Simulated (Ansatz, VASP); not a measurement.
**Si126As (amorphous Si) in two plane-wave programs**

Aim: how closely do two programs agree when they are given the same cell, functional and k mesh? The structure shown is the start of the Ansatz relaxation below; VASP solves that cell, so the two are compared at the walk's first step.

Program: Ansatz 0.2.0. Level of theory: plane waves, with VASP 6.6.1 beside it; single point at PBE. Results are calculated unless marked as measured.

## 1. Starting point

The cell holds 127 atoms: 126 Si and 1 As. Its edges and angles: a = 13.787 Å, b = 13.787 Å, c = 13.787 Å, α = 90.0°, β = 90.0°, γ = 90.0°. It derives from Si (amorphous Si). As first built, before any earlier steps moved the atoms (in the runner's words): 127 atoms (127 Si) placed at random at 2.26 g/cm^3, melted at 2500 K for 20 ps at fixed volume with the modified Tersoff potential (Kumagai, Izumi, Hara and Sakai, Comput. Mater. Sci. 39, 457 (2007)). Quenched from 2500 K to 300 K at 10 K/ps and fixed volume, held 5 ps. Nearest the centre at fractional (0.492, 0.194, 0.580): As127 at 0.00 Å, Si79 at 2.31 Å, Si70 at 2.35 Å, Si43 at 2.37 Å, Si44 at 2.38 Å, Si11 at 3.52 Å, Si61 at 3.62 Å, Si109 at 3.64 Å.

## 2. Ansatz: relaxation, PBE

Ansatz runs on its default PAW (the set named soft_2) files.

The two programs are compared at the cell with which this relaxation starts, whose forces are those of its first step.

input.yaml reads:

```yaml
crystal:
  lattice:
    - [13.7871, 0.0, 0.0]
    - [0.0, 13.7871, 0.0]
    - [0.0, 0.0, 13.7871]
  atoms:
    - { symbol: Si, position: [0.3208, 0.03493, 0.40156] }
    - { symbol: Si, position: [0.13217, 0.41044, 0.74644] }
[... 2 atom lines left out ...]
    - { symbol: Si, position: [0.51588, 0.58689, 0.59368] }
[... 1 atom line left out ...]
    - { symbol: Si, position: [0.52943, 0.84791, 0.34106] }
[... 1 atom line left out ...]
    - { symbol: Si, position: [0.38536, 0.0172, 0.93089] }
[... 1 atom line left out ...]
    - { symbol: Si, position: [0.40052, 0.97652, 0.67923] }
[... 3 atom lines left out ...]
    - { symbol: Si, position: [0.58647, 0.95204, 0.46679] }
    - { symbol: As, position: [0.49163, 0.19347, 0.58037] }
[... 2 atom lines left out ...]
    - { symbol: Si, position: [0.86597, 0.84665, 0.40514] }
    - { symbol: Si, position: [0.13011, 0.0721, 0.79575] }
[... 5 atom lines left out ...]
    - { symbol: Si, position: [0.86065, 0.14131, 0.22265] }
    - { symbol: Si, position: [0.88997, 0.20289, 0.72869] }
    - { symbol: Si, position: [0.60418, 0.52251, 0.45377] }
[... 5 atom lines left out ...]
    - { symbol: Si, position: [0.98106, 0.88573, 0.52637] }
    - { symbol: Si, position: [0.25423, 0.38115, 0.43232] }
[... 4 atom lines left out ...]
    - { symbol: Si, position: [0.87701, 0.16814, 0.89154] }
    - { symbol: Si, position: [0.54508, 0.9588, 0.90575] }
[... 1 atom line left out ...]
    - { symbol: Si, position: [0.09961, 0.64125, 0.45445] }
    - { symbol: Si, position: [0.6156, 0.13877, 0.68625] }
    - { symbol: Si, position: [0.36908, 0.30204, 0.6362] }
    - { symbol: Si, position: [0.57293, 0.96852, 0.73278] }
[... 3 atom lines left out ...]
    - { symbol: Si, position: [0.49022, 0.94243, 0.20617] }
    - { symbol: Si, position: [0.75171, 0.98015, 0.41445] }
[... 3 atom lines left out ...]
    - { symbol: Si, position: [0.65047, 0.96897, 0.14691] }
    - { symbol: Si, position: [0.64008, 0.27078, 0.79367] }
[... 1 atom line left out ...]
    - { symbol: Si, position: [0.2294, 0.63979, 0.88863] }
[... 2 atom lines left out ...]
    - { symbol: Si, position: [0.23749, 0.54232, 0.48388] }
[... 3 atom lines left out ...]
    - { symbol: Si, position: [0.97946, 0.45519, 0.82069] }
[... 4 atom lines left out ...]
    - { symbol: Si, position: [0.13089, 0.04943, 0.22509] }
[... 1 atom line left out ...]
    - { symbol: Si, position: [0.83345, 0.39125, 0.0284] }
    - { symbol: Si, position: [0.68754, 0.37539, 0.49904] }
[... 3 atom lines left out ...]
    - { symbol: Si, position: [0.97219, 0.00439, 0.17611] }
    - { symbol: Si, position: [0.5854, 0.17397, 0.30357] }
    - { symbol: Si, position: [0.22707, 0.26432, 0.54649] }
[... 4 atom lines left out ...]
    - { symbol: Si, position: [0.63429, 0.21521, 0.04193] }
[... 3 atom lines left out ...]
    - { symbol: Si, position: [0.08856, 0.18055, 0.34095] }
[... 5 atom lines left out ...]
    - { symbol: Si, position: [0.59369, 0.54568, 0.06574] }
    - { symbol: Si, position: [0.64733, 0.2942, 0.19517] }
[... 9 atom lines left out ...]
    - { symbol: Si, position: [0.95303, 0.82725, 0.78495] }
[... 1 atom line left out ...]
    - { symbol: Si, position: [0.18767, 0.80543, 0.6711] }
[... 1 atom line left out ...]
    - { symbol: Si, position: [0.12676, 0.70798, 0.01272] }
[... 5 atom lines left out ...]
    - { symbol: Si, position: [0.15121, 0.65232, 0.73686] }
    - { symbol: Si, position: [0.21947, 0.33498, 0.87724] }
[... 8 atom lines left out ...]
    - { symbol: Si, position: [0.04099, 0.1285, 0.93917] }
    - { symbol: Si, position: [0.48459, 0.48913, 0.338] }
    - { symbol: Si, position: [0.23879, 0.52562, 0.65776] }
kpoints:
  mp_grid: { grid: [1, 1, 1] }
hamiltonian:
  xc: pbe
scf:
  occupations: { method: gaussian, width: 0.05 }
output:
  forces: true
  eigenvalues: true
relax:
  f_tol: 0.05
  max_steps: 90
```

Started as:

```
$ ansatz run input.yaml --threads 4 --pin off --max-ram 8192MiB --backend cpu --events-out ev --progress --plain --runs-dir out
```

Numbers of over 12 decimals in the logs are rounded to 6 here.

The log of the run:

```text
Engine: ansatz 0.2.0, aarch64-unknown-linux-gnu
Pseudopotentials: kind: paw
Pseudopotential: Si, paw, valence charge 4, recommended cutoff 420 eV (normal), Si.paw.azcp
Pseudopotential: As, paw, valence charge 15, recommended cutoff 420 eV (normal), As.paw.azcp
Functional definition: PBE
  parameter kappa = 0.804
  parameter beta = 0.066725
  exchange = pbe_x(kappa = kappa, mu = beta*pi^2/3)
  correlation = pbe_c(beta = beta)
Crystal: 127 atoms, lattice volume = 2620.709 Å³
Basis set: ecut = 420 eV, 51219 PW (Γ), exchange–correlation on 192×192×192 points (8 copies of the dense FFT grid, shifted against one another)
Bands: 387, of which v1, the nominal top of the filled ones, is band 260 counted from 1 (259 counted from 0)
Symmetry: 1 space group operations
Space group: P1 (ITA 1), of the structure as read, at distance tolerance 1.4e-4 Å
k-points: 1
Non-local potential: Si, projectors of the file, l = 0: 2, l = 1: 2, l = 2: 2
Non-local potential: As, projectors of the file, l = 0: 2, l = 1: 2, l = 2: 3, l = 3: 1
PAW form: soft (Blöchl's): semilocal exchange-correlation on the pseudo side does not see the compensation charge
PAW one-centre angular grid: Si, 110 points (default); XC on 64 Gauss nodes
PAW one-centre angular grid: As, 590 points (default); XC on 64 Gauss nodes
Initial density: superposition of atomic densities (neutral atoms: chi_scale 0, normalization atom), corrected by the library's trained network
Initial wavefunctions: pseudopotential atomic-orbital guess
Functional: x = pbe(κ = 0.804, μ = 0.219515), c = pbe(β = 0.066725)
SCF iter   1: F=—  HF=-84942.595219 eV  |F-HF|=—  |Δ(HF+E_count)|=         —  Δρ=3.04e-3  dr2=1.05e0  ethr=1.77e-3  ⟨swp⟩=6.0  Hψ=1838  notcnv=0  defer=61
preconditioner: auto → Resta (q_TF=auto, 2.083 Å⁻¹)  ε∞=5.7  [insulator: Δε(μ)=0.475 eV  Ē_g=7.585 eV  σ=0.050 eV  W_gap=0.50  n_scr=388 (ndim 8)  ℏωp=16.4 eV  f_vac=0.000  D(μ)=22.57/eV (n_scr^D=80)  ε∞_Penn≈5.7]
SCF iter   2: F=—  HF=-84942.470518 eV  |F-HF|=—  |Δ(HF+E_count)|=   1.25e-1  Δρ=1.60e-3  dr2=1.07e-1  ethr=2.03e-4  ⟨swp⟩=2.0  Hψ=447  notcnv=0  defer=64
SCF iter   3: F=—  HF=-84942.461499 eV  |F-HF|=—  |Δ(HF+E_count)|=   9.02e-3  Δρ=7.34e-4  dr2=2.17e-2  ethr=2.06e-5  ⟨swp⟩=3.0  Hψ=490  notcnv=0  defer=64
SCF iter   4: F=—  HF=-84942.463497 eV  |F-HF|=—  |Δ(HF+E_count)|=   2.00e-3  Δρ=2.00e-4  dr2=4.78e-3  ethr=4.19e-6  ⟨swp⟩=3.0  Hψ=637  notcnv=0  defer=119
SCF iter   5: F=—  HF=-84942.463830 eV  |F-HF|=—  |Δ(HF+E_count)|=   3.33e-4  Δρ=8.64e-5  dr2=1.18e-3  ethr=9.20e-7  ⟨swp⟩=2.0  Hψ=387  notcnv=0  defer=119
SCF iter   6: F=—  HF=-84942.463932 eV  |F-HF|=—  |Δ(HF+E_count)|=   1.02e-4  Δρ=3.64e-5  dr2=1.15e-4  ethr=2.28e-7  ⟨swp⟩=2.0  Hψ=367  notcnv=0  defer=119
SCF iter   7: F=-84942.463989 eV  HF=-84942.463990 eV  |F-HF|=7.66e-7  |Δ(HF+E_count)|=   5.80e-5  Δρ=1.37e-5  dr2=1.93e-5  ethr=1.20e-8  ⟨swp⟩=13.0  Hψ=2440  notcnv=0
SCF 1 converged in 7 iterations: F = -84942.463989 eV  dr2 = 1.93e-5
  greatest PAW one-centre occupation: 0.999 electrons in one spin orbital (limit 2), on the As atom at site 15 (counted from 0), in its partial waves of l = 2
relax step   1: F+E_penalty+E_count = -84942.46398914 eV  Δ(F+E_penalty+E_count) = +0.000e0 eV  max|allowed force component| = 7.480e-1 eV/Å  Δτ_max = 0.0000 Å  (7 SCF iters, dr2 threshold 6.25e-5 eV, accepted)
Initial density: handed on by an earlier stage of this run
Initial wavefunctions: those handed on with the density
iter 1 solved again at ethr=8.47e-6 eV; its pass at ethr=3.10e-3 eV (dr2=4.40e-2 eV) is discarded
SCF iter   1: F=—  HF=-84942.622888 eV  |F-HF|=—  |Δ(HF+E_count)|=         —  Δρ=1.47e-3  dr2=5.07e-2  ethr=8.47e-6  ⟨swp⟩=2.0  Hψ=1163  notcnv=0  defer=119
preconditioner: auto → Resta (q_TF=auto, 2.083 Å⁻¹)  ε∞=5.7  [insulator: Δε(μ)=0.261 eV  Ē_g=7.581 eV  σ=0.050 eV  W_gap=0.50  n_scr=388 (ndim 8)  ℏωp=16.4 eV  f_vac=0.001  D(μ)=22.57/eV (n_scr^D=80)  ε∞_Penn≈5.7]
SCF iter   2: F=—  HF=-84942.618057 eV  |F-HF|=—  |Δ(HF+E_count)|=   4.83e-3  Δρ=8.17e-4  dr2=1.37e-2  ethr=8.47e-6  ⟨swp⟩=3.0  Hψ=523  notcnv=0  defer=119
SCF iter   3: F=—  HF=-84942.618126 eV  |F-HF|=—  |Δ(HF+E_count)|=   6.88e-5  Δρ=1.98e-4  dr2=7.01e-3  ethr=2.64e-6  ⟨swp⟩=2.0  Hψ=377  notcnv=0  defer=119
SCF iter   4: F=—  HF=-84942.617585 eV  |F-HF|=—  |Δ(HF+E_count)|=   5.41e-4  Δρ=4.91e-5  dr2=1.59e-4  ethr=1.35e-6  ⟨swp⟩=2.0  Hψ=347  notcnv=0  defer=119
SCF iter   5: F=-84942.617593 eV  HF=-84942.617600 eV  |F-HF|=7.12e-6  |Δ(HF+E_count)|=   1.53e-5  Δρ=1.86e-5  dr2=2.44e-5  ethr=6.74e-9  ⟨swp⟩=11.0  Hψ=2426  notcnv=0
SCF 2 converged in 5 iterations: F = -84942.617593 eV  dr2 = 2.44e-5
relax step   2: F+E_penalty+E_count = -84942.61759286 eV  Δ(F+E_penalty+E_count) = -1.536e-1 eV  max|allowed force component| = 1.203e-1 eV/Å  Δτ_max = 0.0787 Å  (5 SCF iters, dr2 threshold 3.50e-5 eV, accepted)
[...]
- { symbol: Si, position: [0.749770, 0.277156, 0.931685] }
    - { symbol: Si, position: [0.270244, 0.472283, 0.093366] }
    - { symbol: Si, position: [0.356612, 0.860382, 0.136459] }
    - { symbol: Si, position: [0.293559, 0.485191, 0.925767] }
    - { symbol: Si, position: [0.860616, 0.141311, 0.222710] }
    - { symbol: Si, position: [0.889130, 0.203020, 0.729175] }
    - { symbol: Si, position: [0.604200, 0.522595, 0.453520] }
    - { symbol: Si, position: [0.862890, 0.088054, 0.488040] }
    - { symbol: Si, position: [0.026645, 0.047693, 0.539714] }
    - { symbol: Si, position: [0.134098, 0.803921, 0.506509] }
    - { symbol: Si, position: [0.214561, 0.881265, 0.234148] }
    - { symbol: Si, position: [0.600662, 0.804502, 0.965906] }
    - { symbol: Si, position: [0.981008, 0.884974, 0.527137] }
    - { symbol: Si, position: [0.252850, 0.381881, 0.432283] }
    - { symbol: Si, position: [0.180465, 0.116847, 0.468653] }
    - { symbol: Si, position: [0.393647, 0.700527, 0.087495] }
    - { symbol: Si, position: [0.059138, 0.449104, 0.245537] }
    - { symbol: Si, position: [0.576281, 0.541485, 0.896963] }
    - { symbol: Si, position: [0.877373, 0.168574, 0.892353] }
    - { symbol: Si, position: [0.545941, 0.959780, 0.904258] }
    - { symbol: Si, position: [0.260866, 0.870690, 0.398233] }
    - { symbol: Si, position: [0.099016, 0.641337, 0.454397] }
    - { symbol: Si, position: [0.618450, 0.134830, 0.688615] }
    - { symbol: Si, position: [0.362784, 0.305825, 0.637387] }
[...]
- { symbol: Si, position: [0.233773, 0.154988, 0.126529] }
    - { symbol: Si, position: [0.791808, 0.024631, 0.887122] }
    - { symbol: Si, position: [0.355879, 0.603373, 0.360846] }
    - { symbol: Si, position: [0.877036, 0.368598, 0.707861] }
    - { symbol: Si, position: [0.860152, 0.581164, 0.814764] }
    - { symbol: Si, position: [0.040996, 0.128492, 0.939249] }
    - { symbol: Si, position: [0.484336, 0.489303, 0.337954] }
    - { symbol: Si, position: [0.238652, 0.525059, 0.657602] }
```

## 3. VASP: single point, PBE, start cell, pair 1

The same cell, functional, mesh and smearing now go to VASP, with its own data sets.

Lines of VASP's logs that name or quote its potential files are left out, and so is its time.

INCAR reads:

```
SYSTEM = Si126As
PREC = Accurate
ENCUT = 400
EDIFF = 1E-06
NELM = 120
ISMEAR = 0
SIGMA = 0.05
LREAL = Auto
ALGO = Normal
GGA = PE
NBANDS = 352
LORBIT = 11
LWAVE = .FALSE.
LCHARG = .FALSE.
ISIF = 2
LASPH = .TRUE.
GGA_COMPAT = .FALSE.
NCORE = 4
```

POSCAR reads:

```
Si126As
1.0
   13.7871000000      0.0000000000      0.0000000000
    0.0000000000     13.7871000000      0.0000000000
    0.0000000000      0.0000000000     13.7871000000
Si As
126 1
Direct
    0.3207998781      0.0349312038      0.4015565275
    0.1321670257      0.4104416447      0.7464368867
[... 2 atom lines left out ...]
    0.5158807871      0.5868891935      0.5936781484
[... 1 atom line left out ...]
    0.5294296843      0.8479085522      0.3410579455
[... 1 atom line left out ...]
    0.3853602280      0.0171972351      0.9308919207
[... 1 atom line left out ...]
    0.4005193260      0.9765215310      0.6792291345
[... 3 atom lines left out ...]
    0.5864685104      0.9520421263      0.4667914210
    0.0830994190      0.3109283316      0.6183388820
[... 2 atom lines left out ...]
    0.1301071291      0.0720963799      0.7957511007
    0.4412312959      0.4570866970      0.8424686845
[... 5 atom lines left out ...]
    0.8899696093      0.2028925590      0.7286884116
    0.6041807197      0.5225101726      0.4537720043
    0.8622117777      0.0889382104      0.4882680187
[... 5 atom lines left out ...]
    0.2542304038      0.3811533970      0.4323171660
    0.1817205939      0.1172182693      0.4686699886
[... 4 atom lines left out ...]
    0.5450819969      0.9588020686      0.9057524788
    0.2610483713      0.8704368576      0.3972481523
[... 1 atom line left out ...]
    0.6155971887      0.1387673985      0.6862501904
    0.3690768907      0.3020432143      0.6362034075
    0.5729268664      0.9685212989      0.7327791921
    0.3070914115      0.0793495369      0.7891724873
[... 3 atom lines left out ...]
    0.7517099317      0.9801481095      0.4144526405
    0.4305909147      0.0954370390      0.2542594164
[... 3 atom lines left out ...]
    0.6400765933      0.2707821079      0.7936694446
    0.7593329997      0.9947124486      0.7180480304
[... 1 atom line left out ...]
    0.4034205888      0.4735586164      0.6746306330
[... 2 atom lines left out ...]
    0.4122621871      0.3397016051      0.3775630843
[... 3 atom lines left out ...]
    0.4822478984      0.2947392853      0.8605870705
[... 4 atom lines left out ...]
    0.4422830037      0.0412414503      0.5221910336
[... 1 atom line left out ...]
    0.6875412523      0.3753871373      0.4990389567
    0.7152918308      0.0658731713      0.2710794873
[... 3 atom lines left out ...]
    0.5854022963      0.1739669691      0.3035736304
    0.2270673311      0.2643195451      0.5464891094
    0.5588702483      0.2666768211      0.4451915196
[... 4 atom lines left out ...]
    0.7080676865      0.3824009400      0.6788664766
[... 3 atom lines left out ...]
    0.3535986538      0.8122665390      0.7021128446
[... 5 atom lines left out ...]
    0.6473297503      0.2942025517      0.1951679468
    0.7754930333      0.1366277172      0.6259329373
[... 9 atom lines left out ...]
    0.8563222142      0.3566812455      0.4327596086
[... 1 atom line left out ...]
    0.3197771830      0.2631010147      0.2416534297
[... 1 atom line left out ...]
    0.3396435799      0.2448012998      0.7901734230
[... 5 atom lines left out ...]
    0.2194732757      0.3349798000      0.8772403188
    0.5904795062      0.8485903489      0.5982621436
[... 8 atom lines left out ...]
    0.4845906681      0.4891311443      0.3379971132
    0.2387884327      0.5256217769      0.6577597899
    0.4916334835      0.1934707081      0.5803686054
```

KPOINTS reads:

```
Automatic mesh
0
Gamma
1 1 1
0 0 0
```

PAW data sets: Si and As (PBE family, release 64).

Started as:

```
$ mpirun -np 16 vasp_gam
```

The log of the run:

```text
[banner, memory and clock lines left out]
running   16 mpi-ranks, on    1 nodes
[...]
LDA part: xc-table for (Slater+PW92), standard interpolation
 POSCAR, INCAR and KPOINTS ok, starting setup
[...]
entering main loop
       N       E                     dE             d eps       ncg     rms          rms(c)
DAV:   1     0.215622127338E+04    0.21562E+04   -0.18713E+05   704   0.103E+03
DAV:   2    -0.393892776007E+03   -0.25501E+04   -0.23715E+04   888   0.194E+02
DAV:   3    -0.666862131741E+03   -0.27297E+03   -0.26621E+03   880   0.566E+01
DAV:   4    -0.675241777793E+03   -0.83796E+01   -0.82994E+01   872   0.118E+01
[...]
DAV:  15    -0.662396247238E+03   -0.10218E-04   -0.26959E-05   776   0.675E-03    0.877E-03
DAV:  16    -0.662396251575E+03   -0.43363E-05   -0.39323E-06   816   0.254E-03    0.295E-03
DAV:  17    -0.662396252079E+03   -0.50445E-06   -0.83731E-07   520   0.122E-03
   1 F= -.66239625E+03 E0= -.66238215E+03  d E =-.282095E-01
```

From OUTCAR (step 3):

```text
  FREE ENERGIE OF THE ION-ELECTRON SYSTEM (eV)
  ---------------------------------------------------
  free  energy   TOTEN  =      -662.3962520791 eV

  energy  without entropy=     -662.3680425981  energy(sigma->0) =     -662.38214734
```

This run has no spin polarisation. Its electron count is odd, so without a moment it is a metal by construction.

## 4. Differences

Known differences besides the potentials themselves: the data sets hold 519 valence electrons in Ansatz (on its default PAW (the set named soft_2) files) and 509 in VASP; the cutoff is 420 eV in Ansatz and 400 eV in VASP (PREC = Accurate, projectors in real space). Total energies have different zeros and are not compared.

Forces on 7 of the 127 atoms, those with the largest forces and the largest differences (eV/Å; atoms numbered as in POSCAR):

```
 atom          Ansatz x, y, z            VASP x, y, z
 Si43    0.447, -0.548, 0.400    0.467, -0.551, 0.416
 Si44    -0.665, 0.447, 0.127    -0.682, 0.456, 0.135
 Si45    0.231, 0.118, -0.295    0.233, 0.117, -0.294
 Si56   -0.018, -0.195, 0.192   -0.018, -0.194, 0.192
 Si70  -0.265, -0.748, -0.101  -0.273, -0.772, -0.110
 Si79    0.164, 0.476, -0.661    0.177, 0.487, -0.688
As127    -0.028, 0.109, 0.242    -0.033, 0.111, 0.257
```

The forces differ by 3.7 meV/Å r.m.s., which is 3.8 % of the r.m.s. force of 0.098 eV/Å (both taken over all components).

(Continued in part 2 of 3.)

[Lines on the potential files, build, host, timing and source positions are cut from VASP's logs without a mark.]

[Logs are printed without paths, hosts, clocks, repeated set-up lines and the standing remarks that a program may print on its own settings, such as how far it seeks lower states.]

[Hosts, paths, dates, database ids (printed as entryN), source tags and the programs' standing remarks are cut or masked in the printed files.]
